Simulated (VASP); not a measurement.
Calculation: LDA (Ceperley-Alder, Perdew-Zunger), VASP's LDA PAW potentials (set 64) (plane waves; VASP).

A VASP calculation is set up with these files.

INCAR:
```
ALGO = Normal
EDIFF = 1E-8
ENCUT = 300
IBRION = 8
ISIF = 2
ISMEAR = -1
LASPH = T
LCHARG = F
LEPSILON = F
LMAXMIX = 4
LREAL = F
LWAVE = F
NELM = 100
NSW = 1
PREC = Accurate
SIGMA = 0.05
SYSTEM = TePd
```

File POSCAR:
```
TePd
1
    4.1820100000     0.0000000000     0.0000000000
   -2.0910050000     3.6217270000     0.0000000000
    0.0000000000     0.0000000000     5.7380000000
Te Pd
2 2
Direct
  0.3278590000   0.6716780000   0.2416760000
  0.6748550000   0.3297090000   0.7513430000
 -0.0001440000  -0.0024620000   0.0064480000
 -0.0025700000   0.0010740000   0.5005320000
```

**KPOINTS**
```
Automatic mesh
0
Gamma
5 5 3
0 0 0
```

POTCAR, in this order: Te Pd (LDA.64 set). Program: vasp_std.

Output

**OSZICAR**
```
...
RMM:   7    -0.259077970293E+00    0.67780E-05   -0.15079E-07  2440   0.226E-03    0.650E-04
RMM:   8    -0.259078985920E+00   -0.10156E-05   -0.23638E-08  2433   0.808E-04    0.426E-04
RMM:   9    -0.259077325740E+00    0.16602E-05   -0.22260E-08  2465   0.462E-04    0.198E-04
RMM:  10    -0.259076017865E+00    0.13079E-05   -0.31556E-08  2455   0.211E-04    0.436E-05
RMM:  11    -0.259075851293E+00    0.16657E-06   -0.96984E-08  2656   0.647E-05    0.146E-05
RMM:  12    -0.259075869269E+00   -0.17977E-07   -0.14530E-08  2427   0.214E-05    0.483E-06
RMM:  13    -0.259075909322E+00   -0.40053E-07    0.59306E-09  2544   0.785E-06    0.102E-06
RMM:  14    -0.259075915450E+00   -0.61284E-08    0.67722E-10  1600   0.208E-06    0.452E-07
 Linear response progress:
  Degree of freedom:   8/ 12
       N       E                     dE             d eps       ncg     rms          rms(c)
RMM:   1    -0.262268763490E+00   -0.26227E+00   -0.27479E-01  2427   0.353E+00
RMM:   2    -0.258624131449E+00    0.36446E-02   -0.57398E-03  2282   0.470E-01    0.109E-01
RMM:   3    -0.258897379543E+00   -0.27325E-03   -0.11492E-04  2384   0.747E-02    0.660E-02
RMM:   4    -0.259345993871E+00   -0.44861E-03   -0.10408E-04  2391   0.598E-02    0.106E-02
RMM:   5    -0.259308423084E+00    0.37571E-04   -0.24437E-06  2435   0.110E-02    0.667E-03
RMM:   6    -0.259289843288E+00    0.18580E-04   -0.50233E-07  2453   0.412E-03    0.485E-03
RMM:   7    -0.259254413704E+00    0.35430E-04   -0.52400E-07  2423   0.448E-03    0.995E-04
RMM:   8    -0.259251764124E+00    0.26496E-05   -0.30846E-08  2453   0.121E-03    0.406E-04
RMM:   9    -0.259248625443E+00    0.31387E-05    0.57502E-09  2457   0.357E-04    0.107E-04
RMM:  10    -0.259247706861E+00    0.91858E-06    0.21360E-09  2519   0.650E-05    0.292E-05
RMM:  11    -0.259247519210E+00    0.18765E-06   -0.35884E-08  2490   0.348E-05    0.688E-06
RMM:  12    -0.259247532654E+00   -0.13444E-07   -0.18583E-08  2468   0.108E-05    0.278E-06
RMM:  13    -0.259247564402E+00   -0.31749E-07   -0.11722E-09  2298   0.464E-06    0.100E-06
RMM:  14    -0.259247557985E+00    0.64172E-08   -0.22369E-09  1549   0.175E-06    0.300E-07
 Linear response progress:
  Degree of freedom:   9/ 12
       N       E                     dE             d eps       ncg     rms          rms(c)
RMM:   1    -0.271070998105E+00   -0.27107E+00   -0.28465E-01  2426   0.355E+00
RMM:   2    -0.265469667356E+00    0.56013E-02   -0.53503E-03  2280   0.477E-01    0.104E-01
RMM:   3    -0.265688542388E+00   -0.21888E-03   -0.13992E-04  2403   0.797E-02    0.608E-02
RMM:   4    -0.265989615547E+00   -0.30107E-03   -0.98949E-05  2430   0.579E-02    0.177E-02
RMM:   5    -0.266002411920E+00   -0.12796E-04   -0.13997E-05  2430   0.225E-02    0.793E-03
RMM:   6    -0.265991069851E+00    0.11342E-04   -0.10325E-06  2459   0.629E-03    0.409E-03
RMM:   7    -0.265977543823E+00    0.13526E-04   -0.53721E-07  2462   0.414E-03    0.877E-04
RMM:   8    -0.265976400756E+00    0.11431E-05   -0.17993E-08  2469   0.120E-03    0.405E-04
RMM:   9    -0.265974758653E+00    0.16421E-05   -0.19822E-08  2494   0.376E-04    0.191E-04
RMM:  10    -0.265972691042E+00    0.20676E-05   -0.27642E-09  2506   0.119E-04    0.216E-05
RMM:  11    -0.265972686226E+00    0.48158E-08   -0.74132E-08  2524   0.299E-05    0.952E-06
 Linear response progress:
  Degree of freedom:  10/ 12
       N       E                     dE             d eps       ncg     rms          rms(c)
RMM:   1    -0.262154562275E+00   -0.26215E+00   -0.27213E-01  2430   0.349E+00
RMM:   2    -0.258821658535E+00    0.33329E-02   -0.55376E-03  2282   0.462E-01    0.103E-01
RMM:   3    -0.259106319105E+00   -0.28466E-03   -0.11536E-04  2374   0.732E-02    0.624E-02
RMM:   4    -0.259539563185E+00   -0.43324E-03   -0.82706E-05  2407   0.529E-02    0.111E-02
RMM:   5    -0.259514459795E+00    0.25103E-04   -0.42297E-06  2423   0.130E-02    0.669E-03
RMM:   6    -0.259494938551E+00    0.19521E-04   -0.39996E-07  2442   0.398E-03    0.462E-03
RMM:   7    -0.259461758196E+00    0.33180E-04   -0.31756E-07  2429   0.351E-03    0.117E-03
RMM:   8    -0.259456632278E+00    0.51259E-05   -0.45807E-08  2453   0.133E-03    0.247E-04
RMM:   9    -0.259455631443E+00    0.10008E-05    0.17051E-10  2480   0.303E-04    0.922E-05
RMM:  10    -0.259454923802E+00    0.70764E-06    0.28829E-09  2503   0.847E-05    0.253E-05
RMM:  11    -0.259454814013E+00    0.10979E-06   -0.28811E-08  2471   0.323E-05    0.630E-06
RMM:  12    -0.259454776412E+00    0.37602E-07   -0.98884E-09  2555   0.955E-06    0.322E-06
RMM:  13    -0.259454792518E+00   -0.16106E-07   -0.37542E-09  2213   0.403E-06    0.978E-07
RMM:  14    -0.259454799741E+00   -0.72224E-08   -0.11415E-09  1453   0.146E-06    0.280E-07
 Linear response progress:
  Degree of freedom:  11/ 12
       N       E                     dE             d eps       ncg     rms          rms(c)
RMM:   1    -0.262235085050E+00   -0.26224E+00   -0.27228E-01  2420   0.349E+00
RMM:   2    -0.258989339268E+00    0.32457E-02   -0.55049E-03  2285   0.460E-01    0.103E-01
RMM:   3    -0.259270283537E+00   -0.28094E-03   -0.11102E-04  2377   0.724E-02    0.623E-02
RMM:   4    -0.259707540632E+00   -0.43726E-03   -0.88242E-05  2390   0.540E-02    0.904E-03
RMM:   5    -0.259666060048E+00    0.41481E-04   -0.13170E-06  2443   0.835E-03    0.562E-03
RMM:   6    -0.259621092515E+00    0.44968E-04   -0.81537E-07  2439   0.543E-03    0.195E-03
RMM:   7    -0.259613606195E+00    0.74863E-05   -0.16139E-07  2447   0.216E-03    0.568E-04
RMM:   8    -0.259614715932E+00   -0.11097E-05   -0.14133E-08  2431   0.755E-04    0.337E-04
RMM:   9    -0.259613428437E+00    0.12875E-05    0.28699E-10  2471   0.397E-04    0.157E-04
RMM:  10    -0.259612356854E+00    0.10716E-05    0.20536E-08  2471   0.156E-04    0.383E-05
RMM:  11    -0.259612203738E+00    0.15312E-06   -0.12284E-07  2622   0.578E-05    0.129E-05
RMM:  12    -0.259612235780E+00   -0.32042E-07   -0.87139E-09  2439   0.199E-05    0.411E-06
RMM:  13    -0.259612274030E+00   -0.38250E-07   -0.28789E-09  2507   0.689E-06    0.853E-07
RMM:  14    -0.259612277404E+00   -0.33741E-08   -0.12757E-09  1573   0.187E-06    0.370E-07
 Linear response progress:
  Degree of freedom:  12/ 12
       N       E                     dE             d eps       ncg     rms          rms(c)
RMM:   1    -0.270818866589E+00   -0.27082E+00   -0.28067E-01  2427   0.351E+00
RMM:   2    -0.265570965942E+00    0.52479E-02   -0.51190E-03  2280   0.464E-01    0.999E-02
RMM:   3    -0.265801601796E+00   -0.23064E-03   -0.13713E-04  2396   0.773E-02    0.583E-02
RMM:   4    -0.266108298349E+00   -0.30670E-03   -0.70416E-05  2442   0.463E-02    0.888E-03
RMM:   5    -0.266109940741E+00   -0.16424E-05   -0.18258E-06  2461   0.889E-03    0.495E-03
RMM:   6    -0.266101748253E+00    0.81925E-05   -0.63879E-07  2457   0.515E-03    0.323E-03
RMM:   7    -0.266095854139E+00    0.58941E-05   -0.37951E-07  2450   0.338E-03    0.104E-03
RMM:   8    -0.266093761812E+00    0.20923E-05   -0.15707E-08  2472   0.108E-03    0.412E-04
RMM:   9    -0.266092245317E+00    0.15165E-05   -0.52945E-09  2484   0.339E-04    0.181E-04
RMM:  10    -0.266090684385E+00    0.15609E-05   -0.18119E-08  2504   0.124E-04    0.273E-05
RMM:  11    -0.266090722677E+00   -0.38292E-07   -0.12153E-07  2498   0.439E-05    0.111E-05
RMM:  12    -0.266090762861E+00   -0.40184E-07   -0.40310E-08  2516   0.173E-05    0.393E-06
RMM:  13    -0.266090754610E+00    0.82505E-08   -0.15414E-08  2229   0.553E-06    0.149E-06
 Linear response finished
```

OUTCAR:
```
------------------------ aborting loop because EDIFF is reached ----------------------------------------

   1 f  =    4.775981 THz    30.008373 2PiTHz  159.309576 cm-1    19.751861 meV
             X         Y         Z           dx          dy          dz
     -0.033372  2.432634  1.386737     0.075479   -0.044719    0.069704
      2.132827  1.194116  4.311206     0.075152   -0.030203   -0.024900
      2.095551  3.612810  0.036999    -0.094399    0.047479   -0.716650
      4.169016  0.003890  2.872053    -0.070117    0.034119    0.670397

   2 f  =    3.825606 THz    24.036993 2PiTHz  127.608487 cm-1    15.821429 meV
             X         Y         Z           dx          dy          dz
     -0.033372  2.432634  1.386737     0.473243   -0.281767    0.156753
      2.132827  1.194116  4.311206     0.283634   -0.201135   -0.077944
      2.095551  3.612810  0.036999    -0.507676    0.322003    0.088788
      4.169016  0.003890  2.872053    -0.319788    0.206735   -0.175473

   3 f  =    3.485380 THz    21.899288 2PiTHz  116.259759 cm-1    14.414367 meV
             X         Y         Z           dx          dy          dz
     -0.033372  2.432634  1.386737    -0.345851   -0.435808    0.117886
      2.132827  1.194116  4.311206    -0.156218   -0.333526   -0.139518
      2.095551  3.612810  0.036999     0.337132    0.487411    0.005866
      4.169016  0.003890  2.872053     0.211198    0.353914    0.018216

   4 f  =    3.423784 THz    21.512269 2PiTHz  114.205138 cm-1    14.159626 meV
             X         Y         Z           dx          dy          dz
     -0.033372  2.432634  1.386737     0.043891   -0.146359   -0.720283
      2.132827  1.194116  4.311206     0.001480   -0.089778    0.639271
      2.095551  3.612810  0.036999    -0.043243    0.141631    0.014940
      4.169016  0.003890  2.872053    -0.006427    0.116613    0.072963

   5 f  =    3.212116 THz    20.182318 2PiTHz  107.144648 cm-1    13.284237 meV
             X         Y         Z           dx          dy          dz
     -0.033372  2.432634  1.386737     0.203909   -0.189362    0.334943
      2.132827  1.194116  4.311206    -0.390441    0.225979    0.411388
      2.095551  3.612810  0.036999    -0.073891    0.079220   -0.403683
      4.169016  0.003890  2.872053     0.278602   -0.119683   -0.413505

   6 f  =    2.871410 THz    18.041602 2PiTHz   95.779930 cm-1    11.875193 meV
             X         Y         Z           dx          dy          dz
     -0.033372  2.432634  1.386737     0.419407   -0.337672   -0.210090
      2.132827  1.194116  4.311206    -0.498507    0.365784   -0.324324
      2.095551  3.612810  0.036999     0.039278    0.013214    0.271469
      4.169016  0.003890  2.872053     0.047524   -0.043813    0.314409

   7 f  =    2.641507 THz    16.597079 2PiTHz   88.111196 cm-1    10.924391 meV
             X         Y         Z           dx          dy          dz
     -0.033372  2.432634  1.386737     0.353517    0.508612   -0.008238
      2.132827  1.194116  4.311206    -0.456359   -0.615000   -0.025520
      2.095551  3.612810  0.036999     0.004947   -0.011082    0.006404
      4.169016  0.003890  2.872053     0.107918    0.127909    0.030588

   8 f  =    1.819984 THz    11.435298 2PiTHz   60.708138 cm-1     7.526846 meV
             X         Y         Z           dx          dy          dz
     -0.033372  2.432634  1.386737    -0.159951    0.110765   -0.094748
      2.132827  1.194116  4.311206     0.083087   -0.048121   -0.123429
      2.095551  3.612810  0.036999    -0.489610    0.366473    0.113799
      4.169016  0.003890  2.872053     0.577866   -0.437345    0.128633

   9 f  =    1.505192 THz     9.457397 2PiTHz   50.207784 cm-1     6.224969 meV
             X         Y         Z           dx          dy          dz
     -0.033372  2.432634  1.386737    -0.090664   -0.116752   -0.004354
      2.132827  1.194116  4.311206     0.033850    0.039823   -0.040551
      2.095551  3.612810  0.036999    -0.375666   -0.515637    0.023576
      4.169016  0.003890  2.872053     0.444359    0.606771    0.023784

  10 f/i=    0.003306 THz     0.020775 2PiTHz    0.110289 cm-1     0.013674 meV
             X         Y         Z           dx          dy          dz
     -0.033372  2.432634  1.386737     0.256625   -0.399340   -0.217371
      2.132827  1.194116  4.311206     0.256465   -0.399168   -0.217721
      2.095551  3.612810  0.036999     0.234893   -0.365551   -0.198873
      4.169016  0.003890  2.872053     0.234099   -0.363869   -0.198376

  11 f/i=    0.007630 THz     0.047939 2PiTHz    0.254500 cm-1     0.031554 meV
             X         Y         Z           dx          dy          dz
     -0.033372  2.432634  1.386737     0.438017    0.150160    0.241251
      2.132827  1.194116  4.311206     0.437750    0.149968    0.241749
      2.095551  3.612810  0.036999     0.402755    0.138122    0.220469
      4.169016  0.003890  2.872053     0.397697    0.136278    0.219549

  12 f/i=    0.008201 THz     0.051527 2PiTHz    0.273551 cm-1     0.033916 meV
             X         Y         Z           dx          dy          dz
     -0.033372  2.432634  1.386737    -0.121780   -0.301283    0.408686
      2.132827  1.194116  4.311206    -0.121785   -0.300857    0.409110
      2.095551  3.612810  0.036999    -0.112117   -0.277432    0.374050
      4.169016  0.003890  2.872053    -0.110908   -0.272441    0.372397

 ELASTIC MODULI CONTR FROM IONIC RELAXATION (kBar)
 Direction    XX          YY          ZZ          XY          YZ          ZX
 --------------------------------------------------------------------------------
 XX         -67.8932     -4.9529    -23.5577     29.7923      6.8290     -4.6142
 YY          -4.9529    -20.3330     -7.8658      8.9339      0.7034     -1.9010
 ZZ         -23.5577     -7.8658    -20.5084     12.0719      2.5117     -2.6963
 XY          29.7923      8.9339     12.0719    -33.1895     -0.4480      7.9683
 YZ           6.8290      0.7034      2.5117     -0.4480     -6.3012      3.6505
 ZX          -4.6142     -1.9010     -2.6963      7.9683      3.6505    -10.9667
 --------------------------------------------------------------------------------
```
(Selected blocks of OUTCAR.)

At this cut-off the stress carries a Pulay error, which pulls relaxed volumes low.

The structure comes from a computed database's TePd entry; how it stands against other phases isn't given here. The cell was not relaxed at this level, atoms are displaced from their ideal sites. The k-mesh is coarse (spacing up to 0.37 per Å, 2π included), so the numbers may not be converged in it. The run is one of a series of settings (EDIFF = 1E-8, GGA removed, IBRION = 8, LEPSILON = .FALSE., NSW = 1, POTCAR Te Pd (LDA.64 set) against the base run), some of them coarse on purpose.
